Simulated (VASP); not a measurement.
These are PBEsol GGA, VASP's PBE PAW potentials (set 64) (plane waves; VASP 6.6.1) values and carry that method's errors.

A VASP calculation is set up with these files.

File KPOINTS:
```
K-points
0
gamma
 10 10 10
```

### POSCAR
```
RuAl
1
    3.4710000000     0.0000000000     0.0000000000
    0.0000000000     3.4710000000     0.0000000000
    0.0000000000     0.0000000000     3.4710000000
Ru Al
1 1
Direct
  0.0000000000   0.0000000000   0.0000000000
  0.5000000000   0.5000000000   0.5000000000
```

INCAR:
```
SYSTEM = RuAl
PREC = Accurate
ENCUT = 400
EDIFF = 1E-6
NELM = 100
ALGO = Normal
LREAL = .FALSE.
LASPH = .TRUE.
ISMEAR = 1
SIGMA = 0.1
GGA = PS
LMAXMIX = 4
LWAVE = .FALSE.
LCHARG = .FALSE.
IBRION = 2
ISIF = 3
NSW = 60
EDIFFG = -0.01
```

POTCAR, in this order: Ru_pv Al (PBE.64 set). Program: vasp_std.

Output

**OUTCAR**
```
 ion  position               nearest neighbor table
   1  0.000  0.000  0.000-   2 3.01   2 3.01   2 3.01   2 3.01   2 3.01   2 3.01   2 3.01   2 3.01
  LATTYP: Found a simple cubic cell.
 ALAT       =     3.4710000000
 Subroutine PRICEL returns:
 Original cell was already a primitive cell.
 Subroutine GETGRP returns: Found 48 space group operations
The static configuration has the point symmetry O_h .
The dynamic configuration has the point symmetry O_h .
 Subroutine INISYM returns: Found 48 space group operations
 Subroutine IBZKPT returns following result:
 Found     56 irreducible k-points:

 Following reciprocal coordinates:
            Coordinates               Weight
  0.000000  0.000000  0.000000      1.000000
  0.100000  0.000000  0.000000      6.000000
  0.200000  0.000000  0.000000      6.000000
  0.300000  0.000000  0.000000      6.000000
  0.400000  0.000000  0.000000      6.000000
  0.500000  0.000000  0.000000      3.000000
  0.100000  0.100000  0.000000     12.000000
  0.200000  0.100000  0.000000     24.000000
  0.300000  0.100000  0.000000     24.000000
  0.400000  0.100000  0.000000     24.000000
...
```

OSZICAR:
```
       N       E                     dE             d eps       ncg     rms          rms(c)
DAV:   1     0.575726640106E+02    0.57573E+02   -0.82703E+03  1728   0.100E+03
DAV:   2    -0.118308218740E+02   -0.69403E+02   -0.65841E+02  1476   0.245E+02
DAV:   3    -0.134175094444E+02   -0.15867E+01   -0.14368E+01  1636   0.333E+01
DAV:   4    -0.134385018073E+02   -0.20992E-01   -0.20971E-01  1564   0.393E+00
DAV:   5    -0.134389369552E+02   -0.43515E-03   -0.43513E-03  1652   0.516E-01    0.601E+00
DAV:   6    -0.131758621329E+02    0.26307E+00   -0.43109E+00  1396   0.205E+01    0.353E+00
DAV:   7    -0.129065926495E+02    0.26927E+00   -0.86612E-01  1412   0.950E+00    0.122E+00
DAV:   8    -0.128754566178E+02    0.31136E-01   -0.70188E-02  1408   0.234E+00    0.228E-01
DAV:   9    -0.128751281301E+02    0.32849E-03   -0.10012E-03  1584   0.278E-01    0.989E-02
DAV:  10    -0.128750510648E+02    0.77065E-04   -0.11191E-04  1560   0.139E-01    0.176E-02
DAV:  11    -0.128750509542E+02    0.11053E-06   -0.49663E-06  1484   0.266E-02
   1 F= -.12875051E+02 E0= -.12874487E+02  d E =-.128751E+02
       N       E                     dE             d eps       ncg     rms          rms(c)
DAV:   1    -0.161224676648E+03   -0.14835E+03   -0.24705E+03  1344   0.573E+02    0.204E+02
DAV:   2    -0.231582818905E+02    0.13807E+03   -0.28906E+02  1360   0.287E+02    0.357E+01
DAV:   3    -0.144254443051E+02    0.87328E+01   -0.29240E+01  1548   0.678E+01    0.497E+01
DAV:   4    -0.140096826746E+02    0.41576E+00   -0.61768E+00  1404   0.230E+01    0.728E+00
DAV:   5    -0.133312453479E+02    0.67844E+00   -0.26161E+00  1436   0.227E+01    0.152E+00
DAV:   6    -0.133325002566E+02   -0.12549E-02   -0.41712E-02  1756   0.210E+00    0.942E-01
DAV:   7    -0.133359677984E+02   -0.34675E-02   -0.48733E-03  1548   0.837E-01    0.150E-01
DAV:   8    -0.133358346719E+02    0.13313E-03   -0.61326E-04  1640   0.309E-01    0.461E-02
DAV:   9    -0.133358259481E+02    0.87237E-05   -0.85413E-05  1552   0.104E-01    0.184E-02
DAV:  10    -0.133358240367E+02    0.19114E-05   -0.59175E-06  1524   0.334E-02    0.513E-03
DAV:  11    -0.133358239392E+02    0.97506E-07   -0.48549E-07   796   0.854E-03
   2 F= -.13335824E+02 E0= -.13335276E+02  d E =-.460773E+00
       N       E                     dE             d eps       ncg     rms          rms(c)
DAV:   1    -0.541904386461E+02   -0.40855E+02   -0.60448E+02  1400   0.375E+02    0.142E+02
DAV:   2    -0.190851284915E+02    0.35105E+02   -0.26240E+02  1416   0.159E+02    0.558E+01
DAV:   3    -0.153847612408E+02    0.37004E+01   -0.14415E+01  1376   0.395E+01    0.450E+01
DAV:   4    -0.154104407591E+02   -0.25680E-01   -0.24587E-01  1640   0.525E+00    0.443E+01
DAV:   5    -0.154851223025E+02   -0.74682E-01   -0.13238E-02  1432   0.154E+00    0.413E+01
DAV:   6    -0.158205317004E+02   -0.33541E+00   -0.52986E-01  1388   0.993E+00    0.243E+01
DAV:   7    -0.157100054197E+02    0.11053E+00   -0.31338E-02  1664   0.222E+00    0.206E+01
DAV:   8    -0.156167872948E+02    0.93218E-01   -0.31065E-02  1380   0.203E+00    0.157E+01
DAV:   9    -0.155600156647E+02    0.56772E-01   -0.25912E-02  1456   0.177E+00    0.102E+01
DAV:  10    -0.155260632664E+02    0.33952E-01   -0.31627E-02  1392   0.196E+00    0.389E+00
DAV:  11    -0.155217393793E+02    0.43239E-02   -0.36424E-03  1696   0.648E-01    0.192E+00
DAV:  12    -0.155217504789E+02   -0.11100E-04   -0.53579E-05  1616   0.667E-02    0.194E+00
DAV:  13    -0.155216556907E+02    0.94788E-04   -0.59252E-06  1520   0.186E-02    0.194E+00
DAV:  14    -0.155203315927E+02    0.13241E-02   -0.19875E-03  1376   0.494E-01    0.384E-01
DAV:  15    -0.155202969772E+02    0.34616E-04   -0.79951E-05  1680   0.961E-02    0.935E-02
DAV:  16    -0.155202952891E+02    0.16881E-05   -0.56157E-06  1528   0.268E-02    0.128E-02
DAV:  17    -0.155202952236E+02    0.65450E-07   -0.11010E-07   688   0.400E-03
   3 F= -.15520295E+02 E0= -.15520098E+02  d E =-.264524E+01
       N       E                     dE             d eps       ncg     rms          rms(c)
DAV:   1    -0.156369186131E+02   -0.11662E+00   -0.16008E+00  1388   0.178E+01    0.305E+00
DAV:   2    -0.155403507815E+02    0.96568E-01   -0.61545E-01  1408   0.929E+00    0.109E+00
DAV:   3    -0.155312836623E+02    0.90671E-02   -0.33266E-02  1392   0.214E+00    0.272E-01
DAV:   4    -0.155311759893E+02    0.10767E-03   -0.24258E-03  1396   0.487E-01    0.114E-01
DAV:   5    -0.155312019772E+02   -0.25988E-04   -0.14034E-04  1588   0.125E-01    0.343E-02
DAV:   6    -0.155312142221E+02   -0.12245E-04   -0.72178E-06  1584   0.269E-02    0.492E-03
DAV:   7    -0.155312142886E+02   -0.66547E-07   -0.26956E-07   852   0.488E-03
   4 F= -.15531214E+02 E0= -.15531002E+02  d E =-.265616E+01
       N       E                     dE             d eps       ncg     rms          rms(c)
DAV:   1    -0.155661406136E+02   -0.34926E-01   -0.50474E-01  1388   0.101E+01    0.170E+00
DAV:   2    -0.155355092414E+02    0.30631E-01   -0.19390E-01  1408   0.523E+00    0.599E-01
DAV:   3    -0.155326775037E+02    0.28317E-02   -0.10161E-02  1396   0.118E+00    0.145E-01
DAV:   4    -0.155326504701E+02    0.27034E-04   -0.78242E-04  1396   0.259E-01    0.544E-02
DAV:   5    -0.155326611135E+02   -0.10643E-04   -0.24162E-05  1608   0.524E-02    0.180E-02
DAV:   6    -0.155326652947E+02   -0.41812E-05   -0.17716E-06  1340   0.129E-02    0.261E-03
DAV:   7    -0.155326652725E+02    0.22262E-07   -0.13460E-07   680   0.389E-03
   5 F= -.15532665E+02 E0= -.15532445E+02  d E =-.265761E+01
       N       E                     dE             d eps       ncg     rms          rms(c)
DAV:   1    -0.155338908350E+02   -0.12255E-02   -0.18052E-02  1384   0.191E+00    0.317E-01
DAV:   2    -0.155328133709E+02    0.10775E-02   -0.76602E-03  1412   0.104E+00    0.124E-01
DAV:   3    -0.155326588159E+02    0.15456E-03   -0.49240E-04  1404   0.260E-01    0.253E-02
DAV:   4    -0.155326550946E+02    0.37213E-05   -0.38298E-05  1380   0.442E-02    0.583E-03
DAV:   5    -0.155326549689E+02    0.12569E-06   -0.15673E-06  1064   0.138E-02
   6 F= -.15532655E+02 E0= -.15532437E+02  d E =0.103036E-04
       N       E                     dE             d eps       ncg     rms          rms(c)
DAV:   1    -0.155331104340E+02   -0.45534E-03   -0.63851E-03  1388   0.113E+00    0.190E-01
DAV:   2    -0.155327221916E+02    0.38824E-03   -0.26596E-03  1412   0.610E-01    0.720E-02
DAV:   3    -0.155326746621E+02    0.47530E-04   -0.16232E-04  1404   0.149E-01    0.153E-02
DAV:   4    -0.155326753563E+02   -0.69423E-06   -0.12222E-05  1372   0.266E-02    0.388E-03
DAV:   5    -0.155326756082E+02   -0.25185E-06   -0.27216E-07   744   0.557E-03
   7 F= -.15532676E+02 E0= -.15532456E+02  d E =-.103357E-04
```

File OUTCAR:
```
------------------------ aborting loop because EDIFF is reached ----------------------------------------
  FORCE on cell =-STRESS in cart. coord.  units (eV):
  Direction    XX          YY          ZZ          XY          YZ          ZX
  --------------------------------------------------------------------------------------
  Total        0.0040527      0.0040527      0.0040527      0.0000000      0.0000000     -0.0000000
  in kB        0.2462565      0.2462565      0.2462565      0.0000000      0.0000000     -0.0000000
  external PRESSURE =       0.2462565 kB  Pullay stress =       0.0000000 kB
  volume of cell :       26.37
      direct lattice vectors                 reciprocal lattice vectors
     2.976393744  0.000000000  0.000000000     0.335977053 -0.000000000  0.000000000
     0.000000000  2.976393744  0.000000000    -0.000000000  0.335977053  0.000000000
    -0.000000000 -0.000000000  2.976393744    -0.000000000 -0.000000000  0.335977053
 POSITION                                       TOTAL-FORCE (eV/Angst)
 -----------------------------------------------------------------------------------
     -0.00000     -0.00000      0.00000        -0.000000      0.000000     -0.000000
      1.48820      1.48820      1.48820         0.000000     -0.000000      0.000000
 -----------------------------------------------------------------------------------
    total drift:                               -0.000000     -0.000000      0.000000
  FREE ENERGIE OF THE ION-ELECTRON SYSTEM (eV)
  ---------------------------------------------------
  free  energy   TOTEN  =       -15.5326756082 eV

  energy  without entropy=      -15.5320154345  energy(sigma->0) =      -15.53245555

 reached required accuracy - stopping structural energy minimisation
```
(Selected blocks of OUTCAR.)

File CONTCAR:
```
RuAl
   1.00000000000000
     2.9763937444193269    0.0000000000000000    0.0000000000000000
     0.0000000000000000    2.9763937444193269    0.0000000000000000
    -0.0000000000000000   -0.0000000000000000    2.9763937444193269
  Ru              Al
     1     1
Direct
     0.0000000000000000    0.0000000000000000    0.0000000000000000
     0.5000000000000000    0.5000000000000000    0.5000000000000000
```

### OUTCAR
```
 val. band max:       10.8173883532   @ k =   0.4000   0.1000   0.1000

 cond. band min:      10.8492298297   @ k =   0.5000   0.1000   0.1000


 Fermi energy:        10.8195570063

 k-point     1 :       0.0000    0.0000    0.0000
  band No.  band energies     occupation
      1     -30.9205      2.00000
      2     -30.9205      2.00000
      3     -30.9205      2.00000
      4       1.0418      2.00000
      5       7.1261      2.00000
      6       7.1261      2.00000
      7      10.9970     -0.03087
      8      10.9970     -0.03087
      9      10.9970     -0.03087
     10      16.9636      0.00000
     11      16.9636      0.00000
     12      16.9636      0.00000

 k-point     2 :       0.1000    0.0000    0.0000
  band No.  band energies     occupation
      1     -30.9421      2.00000
      2     -30.9187      2.00000
      3     -30.9187      2.00000
      4       1.2364      2.00000
      5       7.1937      2.00000
      6       7.1943      2.00000
      7      10.7587      1.84750
      8      10.7587      1.84750
      9      11.0210     -0.01525
     10      16.0952      0.00000
     11      17.3478      0.00000
     12      17.3478      0.00000

 k-point     3 :       0.2000    0.0000    0.0000
  band No.  band energies     occupation
      1     -30.9983      2.00000
      2     -30.9139      2.00000
      3     -30.9139      2.00000
      4       1.8020      2.00000
      5       7.2867      2.00000
      6       7.3809      2.00000
      7      10.2262      2.00000
      8      10.2262      2.00000
      9      11.0848     -0.00114
     10      14.5970      0.00000
     11      18.3188      0.00000
     12      18.3188      0.00000

 k-point     4 :       0.3000    0.0000    0.0000
  band No.  band energies     occupation
      1     -31.0672      2.00000
      2     -30.9081      2.00000
      3     -30.9081      2.00000
      4       2.6879      2.00000
      5       7.0800      2.00000
      6       7.6309      2.00000
...
```

Energy and stress use the plane-wave basis of the starting cell.

The structure was generated: RuAl was put into the CsCl type type (Pm-3m), which need not be its known phase. This run relaxes it. Symmetry was kept, so distortions that lower it aren't found. The electron count is odd and the run is not spin-polarised, which forces a metal.
